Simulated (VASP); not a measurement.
Here is the system:

```
Mg2Ge
1.0
    0.00000     3.15828     3.15828
    3.15828     0.00000     3.15828
    3.15828     3.15828     0.00000
Mg Ge
2 1
Direct
  0.25000   0.25000   0.25000
  0.75000   0.75000   0.75000
  0.00000   0.00000   0.00000
```

These are PBE GGA with D3 dispersion (Becke-Johnson damping), VASP's PBE PAW potentials (set 64) (plane waves; VASP) values and carry that method's errors. Numerical set-up: 520 eV cut-off, Gaussian smearing of 0.050 eV, potentials Mg Ge_d.

Problem. Give the energies of bands 7 to 12 at the high-symmetry points, in eV from the valence-band maximum.

Solution. 
```tsv
band	Γ	X	U	L	W
7	0.00	-4.61	-4.17	-4.95	-3.74
8	0.00	-2.06	-3.58	-0.75	-3.74
9	0.00	-2.06	-1.72	-0.75	-2.78
10	1.22	0.11	0.73	1.14	2.80
11	2.89	0.62	3.21	2.79	3.83
12	2.89	8.08	6.20	2.79	3.90
```

The gap is indirect, 0.11 eV, from the valence maximum at Γ to the conduction minimum at X.

Measured: gap 0.74 eV (computed value off by -0.63 eV), as given by Byungki Ryu et al., Journal of the Korean Physical Society (2019), arXiv:1905.06140.

The compound is Mg2Ge in the antifluorite structure. It was relaxed first.
